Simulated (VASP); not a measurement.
Output of a VASP run:

File OSZICAR:
```
       N       E                     dE             d eps       ncg     rms          rms(c)
DAV:   1     0.405611398965E+02    0.40561E+02   -0.36627E+03  2088   0.877E+02
DAV:   2    -0.780925391971E+01   -0.48370E+02   -0.47448E+02  3006   0.129E+02
DAV:   3    -0.963579401001E+01   -0.18265E+01   -0.17981E+01  2511   0.307E+01
DAV:   4    -0.965486023763E+01   -0.19066E-01   -0.19072E-01  2563   0.343E+00
DAV:   5    -0.965501651179E+01   -0.15627E-03   -0.15627E-03  2458   0.316E-01    0.321E+00
DAV:   6    -0.963980720158E+01    0.15209E-01   -0.34081E-03  2347   0.370E-01    0.191E+00
DAV:   7    -0.963105409216E+01    0.87531E-02   -0.77378E-03  2214   0.557E-01    0.563E-02
DAV:   8    -0.963106572873E+01   -0.11637E-04   -0.15381E-04  2204   0.107E-01    0.169E-02
DAV:   9    -0.963106917398E+01   -0.34452E-05   -0.11737E-05  2506   0.253E-02    0.591E-03
DAV:  10    -0.963106876477E+01    0.40921E-06   -0.18000E-06  2379   0.853E-03    0.752E-04
DAV:  11    -0.963106878822E+01   -0.23446E-07   -0.13166E-07  1499   0.267E-03
   1 F= -.96310688E+01 E0= -.96310541E+01  d E =-.963107E+01
       N       E                     dE             d eps       ncg     rms          rms(c)
DAV:   1    -0.963108438422E+01   -0.15619E-04   -0.42823E-04  2254   0.128E-01    0.507E-03
DAV:   2    -0.963108525101E+01   -0.86680E-06   -0.11268E-05  2203   0.286E-02    0.245E-03
DAV:   3    -0.963108511700E+01    0.13402E-06   -0.31631E-07  2370   0.419E-03    0.743E-04
DAV:   4    -0.963108511130E+01    0.56995E-08   -0.29246E-08  1078   0.123E-03
   2 F= -.96310851E+01 E0= -.96310696E+01  d E =-.163231E-04
```

**OUTCAR**
```
------------------------ aborting loop because EDIFF is reached ----------------------------------------
  FORCE on cell =-STRESS in cart. coord.  units (eV):
  Direction    XX          YY          ZZ          XY          YZ          ZX
  --------------------------------------------------------------------------------------
  Total       -0.0175997     -0.0073252     -0.0084522      0.0000000      0.0000000     -0.0034029
  in kB       -0.4808256     -0.2001257     -0.2309158      0.0000000      0.0000000     -0.0929664
  external PRESSURE =      -0.3039557 kB  Pullay stress =       0.0000000 kB
  volume of cell :       58.64
      direct lattice vectors                 reciprocal lattice vectors
     3.864628332 -2.150745624 -0.028118843     0.128659834 -0.232477516 -0.098779272
     3.864628332  2.150745624 -0.028118843     0.128659834  0.232477516 -0.098779272
     2.693423096  0.000000000  3.508179030     0.002062475  0.000000000  0.283464690
 POSITION                                       TOTAL-FORCE (eV/Angst)
 -----------------------------------------------------------------------------------
      2.46068      0.00000      0.81496         0.007501      0.000000      0.002484
      7.96200      0.00000      2.63698        -0.007501      0.000000     -0.002484
 -----------------------------------------------------------------------------------
    total drift:                                0.000000     -0.000000      0.000000
  FREE ENERGIE OF THE ION-ELECTRON SYSTEM (eV)
  ---------------------------------------------------
  free  energy   TOTEN  =        -9.6310851113 eV

  energy  without entropy=       -9.6310385129  energy(sigma->0) =       -9.63106958

 reached required accuracy - stopping structural energy minimisation
```
(Selected blocks of OUTCAR.)

File POSCAR:
```
Sb
1
    3.8654076397    -2.1504900945    -0.0277053295
    3.8654076397     2.1504900945    -0.0277053295
    2.6943415543     0.0000000000     3.5081723969
Sb
2
Direct
  0.2360310242   0.2360310242   0.2360310242
  0.7639689758   0.7639689758   0.7639689758
```

Task: Reconstruct the remaining input files.

Result: Several could match; the one computed here: the input of the run itself, LDA (Ceperley-Alder, Perdew-Zunger), plane waves, VASP's LDA PAW potentials (set 64).

**KPOINTS**
```
Automatic mesh
0
Gamma
10 10 10
0 0 0
```

INCAR:
```
ALGO  =  Normal
EDIFF  =  1E-7
EDIFFG  =  -0.01
ENCUT  =  520
IBRION  =  2
ISIF  =  4
ISMEAR  =  1
LASPH  =  T
LCHARG  =  F
LMAXMIX  =  4
LREAL  =  F
LWAVE  =  F
NELM  =  100
NSW  =  30
PREC  =  Accurate
SIGMA  =  0.1
SYSTEM  =  Sb
```

POTCAR, in this order: Sb (LDA.64 set). Program: vasp_std.

The compound is Sb in the a7 structure. This run relaxes it. Symmetry was kept, so distortions that lower it aren't found.
